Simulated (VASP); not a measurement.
Write the native input for VASP 6.6.1 that does the following.

| Item | Value |
| --- | --- |
| Task | relaxation of cell and atoms |
| Functional | PBE |
| Potentials or basis | VASP PAW PBE potentials, release 64 (Mn_pv, Ru_pv, N) |
| Cutoff | 520 eV |
| k mesh | 4 × 4 × 4 |
| Occupations | gaussian, width 0.15 eV |
| Spin | collinear spin, ferromagnetic start |
| Starting moments | [4.0, 4.0, 1.0, 1.0, 0.0, 0.0, 0.0, 0.0] μB |
| Further INCAR settings | PREC = Normal; ALGO = Fast; EDIFF = 0.0001; IBRION = 2; EDIFFG = -0.08; NSW = 24; ISIF = 3 |

The structure of MnRuN2 lies in POSCAR:

```
MnRuN2
1.0
   -2.2350000000      2.2350000000      4.4800000000
    2.2350000000     -2.2350000000      4.4800000000
    2.2350000000      2.2350000000     -4.4800000000
Mn Ru N
2 2 4
Direct
    0.0000000000      0.0000000000      0.0000000000
    0.7500000000      0.2500000000      0.5000000000
    0.5000000000      0.5000000000      0.0000000000
    0.2500000000      0.7500000000      0.5000000000
    0.6250000000      0.6250000000      0.5000000000
    0.1250000000      0.1250000000      0.5000000000
    0.3750000000      0.8750000000      0.0000000000
    0.8750000000      0.3750000000      0.0000000000
```

The cell was built by a generator and needn't be a form met in nature.

The input as run:

INCAR

```
SYSTEM = MnRuN2
PREC     = Normal         ! precision mode
ENCUT    = 520            ! plane-wave cutoff, eV
EDIFF    = 1E-4           ! SCF threshold, eV
ISMEAR   = 0              ! smearing method
SIGMA    = 0.15           ! smearing width, eV
LREAL    = .FALSE.        ! projectors in reciprocal space
LASPH    = .TRUE.         ! aspherical terms in the spheres
NELM     = 60             ! most SCF steps
ALGO     = Fast           ! electronic algorithm
ISIF     = 3              ! what is computed and relaxed
LWAVE    = .FALSE.        ! write WAVECAR
LCHARG   = .FALSE.        ! write CHGCAR
ISPIN    = 2              ! spin polarisation
MAGMOM   = 4 4 1 1 0 0 0 0 ! initial moments
LORBIT   = 11             ! projections on sites
LMAXMIX  = 4              ! l up to which the mixer works
GGA      = PE             ! functional
IBRION   = 2              ! ionic algorithm
NSW      = 24             ! ionic steps
EDIFFG   = -0.08          ! ionic threshold
KPAR     = 2
```

KPOINTS

```
regular mesh
0
G
  4 4 4
  0 0 0
```

Potentials or basis: VASP PAW PBE potentials, release 64 (Mn_pv, Ru_pv, N).

Run with:

```console
$ cat potpaw_PBE.64/Mn_pv/POTCAR potpaw_PBE.64/Ru_pv/POTCAR potpaw_PBE.64/N/POTCAR > POTCAR
$ mpirun -np 2 vasp_std > vasp.out
```

It gave:

The relaxed volume is 10.63 Å³/atom and the relaxed cell is a = 5.375 Å, b = 5.375 Å, c = 5.375 Å, α = 131.59°, β = 131.59°, γ = 70.87°. The space group after relaxing (to 0.05 Å) is I-42d (No. 122). The energy gained by relaxing is 55.8 meV/atom, the ionic steps are 5 and the pressure after relaxing is 0.1 GPa. The largest force after relaxing is 0.022 eV/Å. The band gap on the k mesh is none (metal or under the smearing width) and the net moment is 0.34 μB per cell. The site moments are Mn +0.17; Ru -0.00; N -0.00 μB. The valence electrons inside the program's atomic spheres are Mn 12.18; Ru 12.70; N 3.71.

Caveat: the k mesh is coarse (spacing up to 0.50 Å⁻¹), so the values aren't converged; the moment fell far below its start of 4 μB, so a state of higher moment may lie lower in energy; the relaxation stopped at a loose force limit of 0.08 eV/Å, so its end isn't a converged minimum.

It took 3.7 min on 2 MPI ranks on AMD EPYC 7R13 Processor (Zen 3), with other jobs on the host, peak memory 0.24 GiB a rank.
